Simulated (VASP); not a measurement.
**BiB: single point with PBE**

The system is BiB.

```
B Bi
1.0
     0.00000    2.76003    2.76003
     2.76003    0.00000    2.76003
     2.76003    2.76003    0.00000
B Bi
1 1
Direct
  0.00000 0.00000 0.00000
  0.25000 0.25000 0.25000
```

The cell was built by a generator and needn't be a form met in nature.

| Item | Value |
| --- | --- |
| Program | VASP 6.6.1 |
| Task | single point |
| Functional | PBE |
| Potentials or basis | VASP PAW PBE potentials, release 64 (B, Bi_d) |
| Cutoff | 520 eV |
| k mesh | 8 × 8 × 8 |
| Occupations | fermi-dirac, width 0.02 eV |
| Spin | no spin polarisation |
| Dipole correction | no |
| Further INCAR settings | ALGO = Fast; EDIFF = 1e-06; NBANDS = 16 |

```yaml
Pressure: 0.0 GPa
Band_gap_on_the_k_mesh: 0.15 eV, direct
```

Levels at points of the mesh, in eV from the valence-band top:
```tsv
k point	band 5	band 6	band 7	band 8	band 9	band 10	band 11	band 12	band 13	band 14
(0.00, 0.00, 0.00)	-23.02	-14.00	0.00	0.00	0.00	0.15	2.78	2.78	2.78	6.18
(0.50, 0.00, 0.00)	-23.00	-12.00	-7.59	-1.57	-1.57	0.35	4.14	4.14	6.01	8.37
(0.50, 0.50, 0.00)	-22.99	-11.09	-7.74	-3.40	-3.40	0.89	0.98	8.30	8.53	8.53
```

Wall time 23 s on 1 thread of Intel(R) Xeon(R) Platinum 8488C (Sapphire Rapids) (shared host), peak memory 0.17 GiB.

Caveat: spin-orbit coupling is left out, which as a rule narrows the gap of such compounds by several tenths of an eV. A k mesh can miss the band edges.
